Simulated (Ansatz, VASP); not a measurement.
# Cross-check of Nb3Ga between VASP and Ansatz, part 2 of 2

Aim: how closely do two programs agree when they are given the same cell, functional and k mesh? The cell is taken from a series of runs on this material, whose earlier steps may have relaxed, scaled, displaced or heated it; both programs get it as it stands.

VASP 6.6.1 and Ansatz 0.2.0.

So far: The structure; Ansatz: relaxation of cell and atoms, PBEsol; VASP: relaxation of cell and atoms, PBEsol.

## 3. VASP: relaxation of cell and atoms, PBEsol (continued)

Level of this step: PBEsol; plane waves and PAW (Nb_sv, Ga_d) (VASP).

Numbers of over 12 decimals in the logs are rounded to 6 here.

From OUTCAR (step 3):

```text
ion  position               nearest neighbor table
   1  0.250  0.000  0.500-   3 2.56   3 2.56   7 2.86   7 2.86   8 2.86   8 2.86
   2  0.500  0.750  0.000-   4 2.56   4 2.56   8 2.86   8 2.86   7 2.86   7 2.86
   3  0.750  0.000  0.500-   1 2.56   1 2.56   8 2.86   8 2.86   7 2.86   7 2.86
   4  0.500  0.250  0.000-   2 2.56   2 2.56   7 2.86   7 2.86   8 2.86   8 2.86
   5  0.000  0.500  0.750-   6 2.56   6 2.56   8 2.86   8 2.86   7 2.86   7 2.86
   6  0.000  0.500  0.250-   5 2.56   5 2.56   7 2.86   7 2.86   8 2.86   8 2.86
   7  0.000  0.000  0.000-   1 2.86   4 2.86   6 2.86   1 2.86   6 2.86   4 2.86   2 2.86   3 2.86
                             5 2.86   5 2.86   2 2.86   3 2.86
   8  0.500  0.500  0.500-   2 2.86   3 2.86   5 2.86   2 2.86   3 2.86   5 2.86   4 2.86   4 2.86
                             1 2.86   1 2.86   6 2.86   6 2.86

  LATTYP: Found a simple cubic cell.
 ALAT       =     5.1204260000

 Subroutine GETGRP returns: Found 48 space group operations
 (whereof 24 operations were pure point group operations)

The static configuration has the point symmetry T_h .
 The point group associated with its full space group is O_h .

 Found     56 irreducible k-points:

   k-points           NKPTS =     56   k-points in BZ     NKDIM =     56   number of bands    NBANDS=     64

   dimension x,y,z NGX =    40 NGY =   40 NGZ =   40
   dimension x,y,z NGXF=    80 NGYF=   80 NGZF=   80

   ENCUT  =  500.0 eV  36.75 Ry    6.06 a.u.   9.34  9.34  9.34*2*pi/ulx,y,z

   NELECT =     104.0000    total number of electrons

 k-points in reciprocal lattice and weights: Automatic mesh
   0.00000000  0.00000000  0.00000000       0.001
   0.10000000  0.00000000  0.00000000       0.006
   0.20000000  0.00000000  0.00000000       0.006
   0.30000000  0.00000000  0.00000000       0.006
   0.40000000  0.00000000  0.00000000       0.006
   0.50000000  0.00000000  0.00000000       0.003
   0.10000000  0.10000000  0.00000000       0.012
   0.20000000  0.10000000  0.00000000       0.024
   0.30000000  0.10000000  0.00000000       0.024
[...]
0.50000000  0.50000000  0.40000000       0.006
   0.50000000  0.50000000  0.50000000       0.001

 average (electrostatic) potential at core
       1 -77.2119       2 -77.2119       3 -77.2119       4 -77.2119       5 -77.2119
       6 -77.2119       7 -58.7095       8 -58.7095

 E-fermi :  10.6434

 k-point     1 :       0.0000    0.0000    0.0000
  band No.  band energies     occupation
    ...
     50      10.1386      1.93319
     51      10.1386      1.93319
     52      10.1386      1.93319
     53      10.6100      1.11079
     54      10.6100      1.11079
     55      13.4268      0.00000
     56      13.4268      0.00000
     57      13.4268      0.00000
     58      13.7837      0.00000
     59      14.5234      0.00000
    ...

 k-point     2 :       0.1000    0.0000    0.0000
  band No.  band energies     occupation
    ...
     50      10.1319      1.93600
     51      10.2152      1.89111
     52      10.2152      1.89111
     53      10.6563      0.95699
     54      10.6597      0.94551
     55      13.3347      0.00000
     56      13.3765      0.00000
     57      13.3765      0.00000
     58      13.9366      0.00000
     59      14.3289      0.00000
    ...

 k-point     3 :       0.2000    0.0000    0.0000
  band No.  band energies     occupation
    ...
     50      10.1069      1.94557
     51      10.3239      1.78757
     52      10.3239      1.78757
     53      10.7215      0.74524
     54      10.7552      0.64347
     55      12.9848      0.00000
     56      13.2577      0.00000
     57      13.2577      0.00000
     58      14.0384      0.00000
     59      14.1687      0.00000
    ...

  Total       -0.0016643     -0.0016643     -0.0016643      0.0000000      0.0000000     -0.0000000
  in kB       -0.0198237     -0.0198237     -0.0198237      0.0000000      0.0000000     -0.0000000
  external PRESSURE =      -0.0198237 kB  Pullay stress =       0.0000000 kB

  energy-cutoff  :      500.00
  volume of cell :      134.51
      direct lattice vectors                 reciprocal lattice vectors
     5.123678843  0.000000000  0.000000000     0.195172264  0.000000000 -0.000000000
    -0.000000000  5.123678843  0.000000000    -0.000000000  0.195172264 -0.000000000
     0.000000000  0.000000000  5.123678843    -0.000000000 -0.000000000  0.195172264

 POSITION                                       TOTAL-FORCE (eV/Angst)
 -----------------------------------------------------------------------------------
      1.28092      0.00000      2.56184        -0.000000     -0.000000      0.000000
      2.56184      3.84276      0.00000        -0.000000     -0.000000      0.000000
      3.84276      0.00000      2.56184        -0.000000     -0.000000      0.000000
      2.56184      1.28092      0.00000        -0.000000     -0.000000      0.000000
      0.00000      2.56184      3.84276         0.000000      0.000000      0.000000
      0.00000      2.56184      1.28092         0.000000      0.000000      0.000000
      0.00000      0.00000      0.00000        -0.000000     -0.000000      0.000000
      2.56184      2.56184      2.56184        -0.000000     -0.000000      0.000000
 -----------------------------------------------------------------------------------
    total drift:                                0.001644      0.001644      0.001644

  FREE ENERGIE OF THE ION-ELECTRON SYSTEM (eV)
  ---------------------------------------------------
  free  energy   TOTEN  =       -74.4906771466 eV

  energy  without entropy=      -73.7637522047  energy(sigma->0) =      -74.12721468

 reached required accuracy - stopping structural energy minimisation

 total charge
# of ion       s       p       d       tot
------------------------------------------
    1        2.203   6.002   2.560  10.764
    2        2.203   6.002   2.560  10.764
    3        2.203   6.002   2.560  10.764
    4        2.203   6.002   2.560  10.764
    5        2.203   6.002   2.560  10.764
    6        2.203   6.002   2.560  10.764
    7        0.883   0.943   9.983  11.809
    8        0.883   0.943   9.983  11.809
--------------------------------------------------
tot         14.981  37.896  35.326  88.203

[... 3 further parts left out ...]
```

CONTCAR:

```
Nb3Ga
   1.00000000000000
     5.1236788433934191    0.0000000000000000    0.0000000000000000
    -0.0000000000000000    5.1236788433934191    0.0000000000000000
     0.0000000000000000    0.0000000000000000    5.1236788433934191
  Nb              Ga
     6     2
Direct
     0.2499999023999990    0.0000000000000000    0.5000000000000000
     0.5000000000000000    0.7499999023999990    0.0000000000000000
     0.7499999023999990    0.0000000000000000    0.5000000000000000
     0.5000000000000000    0.2499999023999990    0.0000000000000000
     0.0000000000000000    0.5000000000000000    0.7499999023999990
     0.0000000000000000    0.5000000000000000    0.2499999023999990
     0.0000000000000000    0.0000000000000000    0.0000000000000000
     0.5000000000000000    0.5000000000000000    0.5000000000000000
```

## 4. Comparison

Known differences besides the potentials themselves: the cutoff is 420 eV in Ansatz and 500 eV in VASP; Ansatz makes its cores anew for this functional, VASP keeps those of its PBE data sets. Total energies have different zeros and are not compared.

Compared:

| quantity | Ansatz | VASP | difference |
| --- | --- | --- | --- |
| volume (Å³) | 134.65 | 134.51 | +0.11 % |
| edge a after relaxation, in the typed setting (Å) | 5.125 | 5.124 | +0.04 % |

## 5. Results

| Quantity | Value |
| --- | --- |
| difference in volume (relaxation of cell and atoms, PBEsol) | 0.11 % |

What this shows: The difference in volume is 0.11 % (relaxation of cell and atoms, PBEsol), within the 1.2 % picked in this series as the mark of a large difference, as far as the stopping tolerances let one tell. How closely two codes agree says nothing of how well the functional describes the real material.

[Lines on the potential files, build, host, timing and source positions are cut from VASP's logs without a mark.]

[Logs are printed without paths, hosts, clocks, repeated set-up lines and the standing remarks that a program may print on its own settings, such as how far it seeks lower states.]

[Hosts, paths, dates, database ids (printed as entryN), source tags and the programs' standing remarks are cut or masked in the printed files.]
